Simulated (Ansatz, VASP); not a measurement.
# Al9Ga27CN35 (random wurtzite alloy of AlN and GaN) in two plane-wave programs, part 2 of 3

Wanted: the spread between two codes on one cell, functional and k mesh. Of the first pair: The structure shown is the start of the Ansatz relaxation below; VASP solves that cell, so the two are compared at the walk's first step.

VASP 6.6.1 and Ansatz 0.2.0.

So far: The structure; Ansatz: relaxation, LDA.

### Step 3. VASP: single point, LDA, start cell, pair 1

Level of this step: LDA, spin-polarised from a ferromagnetic start; plane waves and PAW (Ga_d, N, Al, C) (VASP).

The same cell, functional (in two slightly different forms), mesh and smearing now go to VASP, with its own data sets.

Lines of VASP's logs that name or quote its potential files are left out, and so is its time.

INCAR

```
SYSTEM = Al9Ga27CN35
PREC = Accurate
ENCUT = 520
EDIFF = 1E-06
NELM = 200
ISMEAR = -1
SIGMA = 0.025
LREAL = Auto
ALGO = Normal
GGA = PW92
NBANDS = 328
ISPIN = 2
MAGMOM = 0 0 0 0 0 0 0 0 0 0 0 0 0 0 0 0 0 0 0 0 0 0 0 0 0 0 0 0.02 0.05 0.02 0 0 0.03 0 0 0 0 0 0 0.01 0.03 0.02 0 0.01 0.03 0.01 0.01 0.03 0.01 0 0.01 0.01 0.01 0 0 0.03 0 0 0.01 0.05 0.01 0 0.01 0 -0 -0 0 0.01 0.01 0 -0 0.25
LORBIT = 11
LWAVE = .FALSE.
LCHARG = .FALSE.
ISIF = 2
LASPH = .TRUE.
GGA_COMPAT = .FALSE.
NCORE = 2
```

POSCAR

```
Al9Ga27CN35
1.0
    9.5094000000      0.0000000000      0.0000000000
   -4.7547000000      8.2353800000      0.0000000000
    0.0000000000      0.0000000000     10.2684000000
Ga N Al C
27 35 9 1
Direct
    0.0017400371      0.0012507012      0.0006524872
    0.0011645966      0.0015299840      0.4988411047
    0.0011642539      0.3339372318      0.9988118889
    0.1120369422      0.5563556266      0.2505843169
    0.0017628204      0.3349450784      0.5007596120
    0.0004785794      0.6680444618      0.0007206576
    0.0011367226      0.6671944707      0.4988703206
    0.1120665518      0.8899164337      0.7509154299
    0.3333685706      0.0001335700      0.4977893343
    0.4433160610      0.2220055419      0.7509251685
    0.3333188166      0.3334515226      0.0019282459
    0.3327972634      0.3339858027      0.4981399244
    0.4430102355      0.5551899244      0.7489384909
    0.3335899731      0.6672430416      0.9995130692
    0.4430720310      0.8882893078      0.2494643761
    0.4429724220      0.8890785853      0.7499318297
    0.6658570584      0.0003157110      0.9993475128
    0.7785182379      0.2237662379      0.2494059445
    0.6657990690      0.9999052867      0.4995617623
    0.7791197075      0.2238755224      0.7497175801
    0.6656763498      0.3338765181      0.0014315765
    0.6664582167      0.3340100882      0.4978088115
    0.7783528942      0.5562220565      0.7498831366
    0.6659744612      0.6661866241      0.0015387013
    0.7788824725      0.8888478734      0.2493475128
    0.6659641790      0.6668180460      0.4977406412
    0.7788601644      0.8897707210      0.7498344435
    0.1110322874      0.2230741022      0.0659596432
    0.0051579732      0.0030599681      0.3078473764
    0.1119568157      0.2229041040      0.5653948035
    0.0028052898      0.0053792296      0.8103015075
    0.1113706334      0.5559063455      0.0614311869
    0.0026401081      0.3317151121      0.3107202680
    0.1154692005      0.5586141745      0.5634568190
    0.0050843696      0.3364143488      0.8073701843
    0.1153072273      0.8914342750      0.0640508745
    0.9981579650      0.6695865886      0.3077402516
    0.1115964726      0.8896492937      0.5610319037
    0.0024022585      0.6649723510      0.8100483035
    0.4420989388      0.2184355792      0.0643138171
    0.3311260437      0.0028413989      0.3072046278
    0.4441741548      0.2226491067      0.5605352343
    0.3333994802      0.0005949938      0.8172354018
    0.4437301125      0.5561249147      0.0661738927
    0.4421497374      0.5578856106      0.5583732617
    0.3291167486      0.3319458240      0.8110611196
    0.4419668492      0.8910214222      0.0594932024
    0.3355528128      0.6650694928      0.3149176113
    0.4416249834      0.8852900534      0.5592302598
    0.3288059259      0.6647416391      0.8094445094
    0.7786154651      0.2230983877      0.0600385649
    0.6666190844      0.0003885674      0.3103891551
    0.7778608182      0.2232926714      0.5600872580
    0.6664148376      0.0004007101      0.8100677808
    0.7783068219      0.5563191984      0.0655506213
    0.6642299806      0.3359893533      0.3070195941
    0.7779338846      0.5562463420      0.5601164738
    0.6664942090      0.3339979454      0.8118596860
    0.7781838924      0.8897221500      0.0602528145
    0.6643977353      0.6625073767      0.3071656733
    0.7782815556      0.8891392990      0.5598632698
    0.6659815212      0.6666844760      0.8115577889
    0.1124526903      0.2229283895      0.2508375209
    0.1116820089      0.2235112405      0.7508472596
    0.1112314279      0.5557120619      0.7498928752
    0.1113243667      0.8899042910      0.2498928752
    0.3328826906      0.0008864193      0.0028339371
    0.4438107761      0.2232683859      0.2499123525
    0.4438159520      0.5552870663      0.2517237350
    0.3325730665      0.6669759015      0.5008277823
    0.7776107091      0.5562099138      0.2503992832
    0.3333472275      0.3337186626      0.3063086752
```

KPOINTS

```
Automatic mesh
0
Gamma
1 1 1
0 0 0
```

PAW data sets: Ga_d, N, Al and C (LDA family, release 64).

The run is started by

```console
> mpirun -np 8 vasp_gam
```

Numbers of over 12 decimals in the logs are rounded to 6 here.

The log of the run:

```text
[banner, memory and clock lines left out]
running    8 mpi-ranks, on    1 nodes
[...]
|                                                                             |
|               ----> ADVICE to this user running VASP <----                  |
|                                                                             |
|     You enforced a specific xc type in the INCAR file but a different       |
|     [... a line on the potential file left out ...]
|     I HOPE YOU KNOW WHAT YOU ARE DOING!                                     |
|                                                                             |

 LDA part: xc-table for (Slater(with rela. corr.)+PW92), standard interpolation
 POSCAR, INCAR and KPOINTS ok, starting setup
[...]
entering main loop
       N       E                     dE             d eps       ncg     rms          rms(c)
DAV:   1     0.135128687005E+05    0.13513E+05   -0.20582E+05  1392   0.334E+03
DAV:   2     0.317059646135E+04   -0.10342E+05   -0.98180E+04  1312   0.982E+02
DAV:   3    -0.486072114051E+02   -0.32192E+04   -0.30187E+04  1632   0.351E+02
DAV:   4    -0.541539385737E+03   -0.49293E+03   -0.47836E+03  1488   0.141E+02
[...]
DAV:  18    -0.515647504865E+03   -0.38487E-06   -0.61768E-05  1808   0.626E-02    0.185E-02
DAV:  19    -0.515647505725E+03   -0.86006E-06   -0.32518E-05  1856   0.219E-02    0.121E-02
DAV:  20    -0.515647505898E+03   -0.17314E-06   -0.77654E-06  1392   0.142E-02
   1 F= -.51564751E+03 E0= -.51562796E+03  d E =-.390904E-01  mag=     0.9915
```

OUTCAR, selected parts (step 3):

```text
  FREE ENERGIE OF THE ION-ELECTRON SYSTEM (eV)
  ---------------------------------------------------
  free  energy   TOTEN  =      -515.6475058979 eV

  energy  without entropy=     -515.6084154606  energy(sigma->0) =     -515.62796068

 magnetization (x)
# of ion       s       p       d       tot
------------------------------------------
    1       -0.000   0.001   0.001   0.002
    2       -0.001  -0.001   0.002   0.000
    3       -0.000   0.001   0.001   0.002
    4       -0.001  -0.001   0.001  -0.000
    5       -0.001  -0.001   0.002   0.000
    6       -0.000  -0.000   0.000   0.000
    7       -0.000  -0.000   0.000   0.000
    8       -0.000  -0.000   0.000   0.000
    9       -0.001  -0.001   0.002   0.000
   10       -0.000   0.000   0.001   0.001
   11       -0.001   0.001   0.002   0.003
   12       -0.003  -0.003   0.011   0.006
   13       -0.000   0.000   0.002   0.001
[...]
--------------------------------------------------
tot          0.003   0.638   0.051   0.691

[... 1 further part left out ...]
```

The run ends at a pressure of -4.02 GPa, with forces up to 0.93 eV/Å.

### Step 4. Comparison

Known differences besides the potentials themselves: VASP starts from the moments at which Ansatz ended; the cutoff is 420 eV in Ansatz and 520 eV in VASP (PREC = Accurate, projectors in real space); VASP's log shows a relativistic correction to its local exchange, Ansatz's none. Total energies have different zeros and are not compared.

Forces on 10 of the 72 atoms, those with the largest forces and the largest differences (eV/Å; atoms numbered as in POSCAR):

| atom | Ansatz x, y, z | VASP x, y, z |
| --- | --- | --- |
| Ga12 | -0.069, -0.057, -0.566 | -0.070, -0.059, -0.582 |
| N30 | -0.282, -0.191, 0.440 | -0.278, -0.189, 0.466 |
| N34 | -0.030, 0.036, -0.001 | -0.010, 0.048, 0.018 |
| N42 | 0.291, -0.155, 0.430 | 0.287, -0.152, 0.433 |
| N43 | 0.014, -0.045, -0.001 | 0.013, -0.044, 0.029 |
| N48 | -0.175, 0.296, 0.013 | -0.153, 0.284, 0.032 |
| Al63 | -0.513, -0.249, -0.315 | -0.514, -0.249, -0.314 |
| Al68 | 0.425, -0.253, -0.376 | 0.425, -0.253, -0.376 |
| Al69 | -0.046, 0.498, -0.377 | -0.043, 0.500, -0.374 |
| C72 | 0.082, 0.012, 0.932 | 0.081, 0.013, 0.927 |

The forces differ by 8.9 meV/Å r.m.s., which is 6.0 % of the r.m.s. force of 0.150 eV/Å (both taken over all components). Moments aren't recorded for both runs of this pair, so they may hold unlike magnetic states.

### Step 5. Ansatz: relaxation, LDA

The two programs are compared at the cell with which this relaxation starts, whose forces are those of its first step.

The structure compared here is the start of the Ansatz relaxation; VASP solves that cell, so the two are compared at the walk's first step.

input.yaml

```yaml
crystal:
  lattice:
    - [9.5094, 0.0, 0.0]
    - [-4.7547, 8.23538, 0.0]
    - [0.0, 0.0, 10.2684]
  atoms:
    - { symbol: Ga, position: [0.00174, 0.00125, 0.00065] }
    - { symbol: "N", position: [0.11103, 0.22307, 0.06596] }
    - { symbol: Al, position: [0.11245, 0.22293, 0.25084] }
    - { symbol: "N", position: [0.00516, 0.00306, 0.30785] }
    - { symbol: Ga, position: [0.00116, 0.00153, 0.49884] }
    - { symbol: "N", position: [0.11196, 0.2229, 0.56539] }
    - { symbol: Al, position: [0.11168, 0.22351, 0.75085] }
    - { symbol: "N", position: [0.00281, 0.00538, 0.8103] }
    - { symbol: Ga, position: [0.00117, 0.33394, 0.99881] }
    - { symbol: "N", position: [0.11137, 0.55591, 0.06143] }
    - { symbol: Ga, position: [0.11203, 0.55635, 0.25058] }
    - { symbol: "N", position: [0.00264, 0.33171, 0.31072] }
    - { symbol: Ga, position: [0.00176, 0.33494, 0.50076] }
    - { symbol: "N", position: [0.11547, 0.55861, 0.56346] }
    - { symbol: Al, position: [0.11123, 0.55571, 0.74989] }
    - { symbol: "N", position: [0.00508, 0.33641, 0.80737] }
    - { symbol: Ga, position: [0.00048, 0.66804, 0.00072] }
    - { symbol: "N", position: [0.11531, 0.89143, 0.06405] }
    - { symbol: Al, position: [0.11133, 0.88991, 0.24989] }
    - { symbol: "N", position: [0.99816, 0.66959, 0.30774] }
    - { symbol: Ga, position: [0.00114, 0.6672, 0.49887] }
    - { symbol: "N", position: [0.1116, 0.88965, 0.56103] }
    - { symbol: Ga, position: [0.11207, 0.88992, 0.75092], spin: 0.6 }
    - { symbol: "N", position: [0.0024, 0.66497, 0.81005] }
    - { symbol: Al, position: [0.33288, 0.00089, 0.00283], spin: 0.6 }
    - { symbol: "N", position: [0.4421, 0.21843, 0.06431] }
    - { symbol: Al, position: [0.44381, 0.22327, 0.24991] }
    - { symbol: "N", position: [0.33113, 0.00284, 0.3072] }
    - { symbol: Ga, position: [0.33337, 0.00013, 0.49779] }
    - { symbol: "N", position: [0.44417, 0.22265, 0.56054] }
    - { symbol: Ga, position: [0.44332, 0.22201, 0.75093], spin: 0.6 }
    - { symbol: C, position: [0.3334, 0.0006, 0.81724], spin: 0.6 }
    - { symbol: Ga, position: [0.33332, 0.33345, 0.00193] }
    - { symbol: "N", position: [0.44373, 0.55613, 0.06617] }
    - { symbol: Al, position: [0.44382, 0.55529, 0.25172] }
    - { symbol: "N", position: [0.33335, 0.33372, 0.30631] }
    - { symbol: Ga, position: [0.33279, 0.33398, 0.49814] }
    - { symbol: "N", position: [0.44215, 0.55789, 0.55837] }
    - { symbol: Ga, position: [0.44301, 0.55519, 0.74894] }
    - { symbol: "N", position: [0.32911, 0.33194, 0.81106] }
    - { symbol: Ga, position: [0.33359, 0.66724, 0.99951] }
    - { symbol: "N", position: [0.44197, 0.89102, 0.05949] }
    - { symbol: Ga, position: [0.44307, 0.88829, 0.24946] }
    - { symbol: "N", position: [0.33555, 0.66507, 0.31492] }
    - { symbol: Al, position: [0.33257, 0.66698, 0.50083] }
    - { symbol: "N", position: [0.44163, 0.88529, 0.55923] }
    - { symbol: Ga, position: [0.44297, 0.88908, 0.74993], spin: 0.6 }
    - { symbol: "N", position: [0.32881, 0.66474, 0.80944] }
    - { symbol: Ga, position: [0.66585, 0.00031, 0.99935] }
    - { symbol: "N", position: [0.77862, 0.2231, 0.06004] }
    - { symbol: Ga, position: [0.77852, 0.22377, 0.24941] }
    - { symbol: "N", position: [0.66662, 0.00039, 0.31039] }
    - { symbol: Ga, position: [0.6658, 0.9999, 0.49956] }
    - { symbol: "N", position: [0.77786, 0.22329, 0.56009] }
    - { symbol: Ga, position: [0.77912, 0.22388, 0.74972] }
    - { symbol: "N", position: [0.66641, 0.0004, 0.81007] }
    - { symbol: Ga, position: [0.66568, 0.33388, 0.00143] }
    - { symbol: "N", position: [0.77831, 0.55632, 0.06555] }
    - { symbol: Al, position: [0.77761, 0.55621, 0.2504] }
    - { symbol: "N", position: [0.66423, 0.33599, 0.30702] }
    - { symbol: Ga, position: [0.66646, 0.33401, 0.49781] }
    - { symbol: "N", position: [0.77794, 0.55625, 0.56012] }
    - { symbol: Ga, position: [0.77835, 0.55622, 0.74988] }
    - { symbol: "N", position: [0.6665, 0.334, 0.81186] }
    - { symbol: Ga, position: [0.66598, 0.66619, 0.00154] }
    - { symbol: "N", position: [0.77818, 0.88972, 0.06025] }
    - { symbol: Ga, position: [0.77888, 0.88885, 0.24935] }
    - { symbol: "N", position: [0.6644, 0.66251, 0.30717] }
    - { symbol: Ga, position: [0.66596, 0.66682, 0.49774] }
    - { symbol: "N", position: [0.77828, 0.88914, 0.55986] }
    - { symbol: Ga, position: [0.77886, 0.88977, 0.74983] }
    - { symbol: "N", position: [0.66598, 0.66668, 0.81156] }
magnetization:
  spin_polarized: true
kpoints:
  mp_grid: { grid: [1, 1, 1] }
hamiltonian:
  xc: lda
scf:
  occupations: { method: fermi_dirac, width: 0.025 }
  lower_state_search: "off"
output:
  forces: true
  eigenvalues: true
relax:
  f_tol: 0.05
  max_steps: 90
```

The run is started by

```console
> ansatz run input.yaml --threads 4 --pin off --max-ram 8192MiB --backend cpu --events-out ev --progress --plain --runs-dir out
```

The log of the run:

```text
[...]
Crystal: 72 atoms, lattice volume = 804.155 Å³
Basis set: ecut = 420 eV, 15743 PW (Γ)
Bands: 352, of which v1, the nominal top of the filled ones, is band 279 counted from 1 (278 counted from 0)
Symmetry: 1 space group operations
[...]
k-points: 1
[...]
Starting moments: Σ|m| = 3 μB on 5 of 72 sites
[...]
- { symbol: Al, position: [0.332438, 0.666160, 0.499949] }
[...]
- { symbol: Al, position: [0.777678, 0.556251, 0.250168] }
[...]
- { symbol: Ga, position: [0.665884, 0.666147, 0.00156352] }
    - { symbol: N, position: [0.778001, 0.889739, 0.059923] }
    - { symbol: Ga, position: [0.778936, 0.888944, 0.248982] }
    - { symbol: N, position: [0.664410, 0.662619, 0.306843] }
    - { symbol: Ga, position: [0.665915, 0.666735, 0.497001] }
    - { symbol: N, position: [0.778221, 0.888826, 0.559643] }
    - { symbol: Ga, position: [0.778455, 0.888919, 0.748914] }
    - { symbol: N, position: [0.666055, 0.666675, 0.811388] }
```

### Step 6. VASP: single point, LDA, start cell, pair 2

The same cell, functional (in two slightly different forms), mesh and smearing now go to VASP, with its own data sets.

INCAR

```
SYSTEM = Al9Ga27CN35
PREC = Accurate
ENCUT = 520
EDIFF = 1E-06
NELM = 200
ISMEAR = -1
SIGMA = 0.025
LREAL = Auto
ALGO = Normal
GGA = PW92
NBANDS = 328
ISPIN = 2
MAGMOM = 0 0 0 -0 0 0 0 0.01 0 0.01 0 0 0 0 0 0.01 0 -0 0 0 0 0 0 0 0 0 0 0 0 0 0.06 0 0 0 0.01 0.01 0 0.02 0.05 0.01 0 0.01 0.01 0 0.01 0.05 0.01 0 0.01 0.05 0 0 0 0.06 0.01 0 0.01 0.05 0.01 0 0.01 0.01 -0 -0 0 0 0 0 -0 0 -0 0.22
LORBIT = 11
LWAVE = .FALSE.
LCHARG = .FALSE.
ISIF = 2
LASPH = .TRUE.
GGA_COMPAT = .FALSE.
NCORE = 2
```

POSCAR, as its differences from that of step 3:

```diff
@@ -50,4 +50,4 @@
     0.4441741548      0.2226491067      0.5605352343
-    0.3333994802      0.0005949938      0.8172354018
     0.4437301125      0.5561249147      0.0661738927
+    0.3333472275      0.3337186626      0.3063086752
     0.4421497374      0.5578856106      0.5583732617
@@ -79,2 +79,2 @@
     0.7776107091      0.5562099138      0.2503992832
-    0.3333472275      0.3337186626      0.3063086752
+    0.3333994802      0.0005949938      0.8172354018
```

KPOINTS is that of step 3.

The run is started by

```console
> mpirun -np 8 vasp_gam
```

The log of the run:

```text
[banner, memory and clock lines left out]
running    8 mpi-ranks, on    1 nodes
[...]
[... a notice as in an earlier step ...]

 LDA part: xc-table for (Slater(with rela. corr.)+PW92), standard interpolation
 POSCAR, INCAR and KPOINTS ok, starting setup
[...]
entering main loop
       N       E                     dE             d eps       ncg     rms          rms(c)
DAV:   1     0.135265922195E+05    0.13527E+05   -0.20601E+05  1376   0.334E+03
DAV:   2     0.317162650313E+04   -0.10355E+05   -0.98182E+04  1312   0.985E+02
DAV:   3    -0.424760898141E+02   -0.32141E+04   -0.30148E+04  1632   0.351E+02
DAV:   4    -0.540743804587E+03   -0.49827E+03   -0.48315E+03  1464   0.141E+02
[...]
DAV:  20    -0.516264374657E+03   -0.61157E-06   -0.23986E-05  1632   0.425E-02    0.887E-03
DAV:  21    -0.516264375284E+03   -0.62665E-06   -0.13881E-05  1624   0.159E-02    0.551E-03
DAV:  22    -0.516264375246E+03    0.37093E-07   -0.29090E-06   952   0.129E-02
   1 F= -.51626438E+03 E0= -.51624678E+03  d E =-.351903E-01  mag=     0.9980
```

From OUTCAR (step 6):

```text
  FREE ENERGIE OF THE ION-ELECTRON SYSTEM (eV)
  ---------------------------------------------------
  free  energy   TOTEN  =      -516.2643752465 eV

  energy  without entropy=     -516.2291849469  energy(sigma->0) =     -516.24678010

 magnetization (x)
# of ion       s       p       d       tot
------------------------------------------
    1       -0.001  -0.001   0.001  -0.000
    2       -0.000   0.001   0.001   0.002
    3       -0.000  -0.000   0.000  -0.000
    4       -0.000  -0.000   0.000  -0.000
    5       -0.000  -0.000   0.000  -0.000
    6       -0.000  -0.001   0.001  -0.000
    7       -0.000   0.001   0.001   0.001
    8        0.000   0.023   0.017   0.040
    9       -0.001   0.003   0.002   0.004
   10       -0.001   0.020   0.016   0.036
   11       -0.000  -0.001   0.001  -0.000
   12       -0.000   0.001   0.001   0.001
   13       -0.001   0.003   0.005   0.007
[...]
--------------------------------------------------
tot          0.003   0.676   0.087   0.766

[... 1 part as in an earlier step ...]
```

The run ends at a pressure of -4.16 GPa, with forces up to 0.60 eV/Å.

### Step 7. Differences

Forces on 8 of the 72 atoms, those with the largest forces and the largest differences (eV/Å; atoms numbered as in POSCAR):

| atom | Ansatz x, y, z | VASP x, y, z |
| --- | --- | --- |
| N36 | -0.284, -0.171, 0.308 | -0.263, -0.160, 0.326 |
| N40 | 0.023, 0.319, 0.305 | 0.024, 0.294, 0.321 |
| N42 | 0.008, 0.299, -0.204 | 0.007, 0.301, -0.201 |
| N47 | 0.288, -0.149, 0.288 | 0.267, -0.136, 0.281 |
| N48 | 0.010, -0.048, -0.011 | 0.030, -0.060, 0.008 |
| N49 | 0.288, -0.159, -0.239 | 0.290, -0.185, -0.245 |
| Al67 | -0.061, 0.036, 0.590 | -0.062, 0.036, 0.599 |
| C72 | 0.071, 0.039, -0.346 | 0.070, 0.036, -0.334 |

The forces differ by 8.9 meV/Å r.m.s., which is 7.9 % of the r.m.s. force of 0.112 eV/Å (both taken over all components). Moments aren't recorded for both runs of this pair, so they may hold unlike magnetic states.

### Step 8. Ansatz: relaxation, LDA

This run makes the geometry at which the two programs are then compared.

The structure compared here is the end of the Ansatz relaxation.

input.yaml is that of step 5.

The run is started by

```console
> ansatz run input.yaml --threads 4 --pin off --max-ram 8192MiB --backend cpu --events-out ev --progress --plain --runs-dir out
```

The log of the run:

```text
[...]
Crystal: 72 atoms, lattice volume = 804.155 Å³
Basis set: ecut = 420 eV, 15743 PW (Γ)
Bands: 352, of which v1, the nominal top of the filled ones, is band 279 counted from 1 (278 counted from 0)
Symmetry: 1 space group operations
[...]
k-points: 1
[...]
Starting moments: Σ|m| = 3 μB on 5 of 72 sites
[...]
- { symbol: Al, position: [0.332438, 0.666160, 0.499949] }
[...]
- { symbol: Al, position: [0.777678, 0.556251, 0.250168] }
[...]
- { symbol: Ga, position: [0.665884, 0.666147, 0.00156352] }
    - { symbol: N, position: [0.778001, 0.889739, 0.059923] }
    - { symbol: Ga, position: [0.778936, 0.888944, 0.248982] }
    - { symbol: N, position: [0.664410, 0.662619, 0.306843] }
    - { symbol: Ga, position: [0.665915, 0.666735, 0.497001] }
    - { symbol: N, position: [0.778221, 0.888826, 0.559643] }
    - { symbol: Ga, position: [0.778455, 0.888919, 0.748914] }
    - { symbol: N, position: [0.666055, 0.666675, 0.811388] }
```

(Part 2 of 3 ends here.)

[Lines on the potential files, build, host, timing and source positions are cut from VASP's logs without a mark.]

[Logs are printed without paths, hosts, clocks, repeated set-up lines and the standing remarks that a program may print on its own settings, such as how far it seeks lower states.]

[Hosts, paths, dates, database ids (printed as entryN), source tags and the programs' standing remarks are cut or masked in the printed files.]
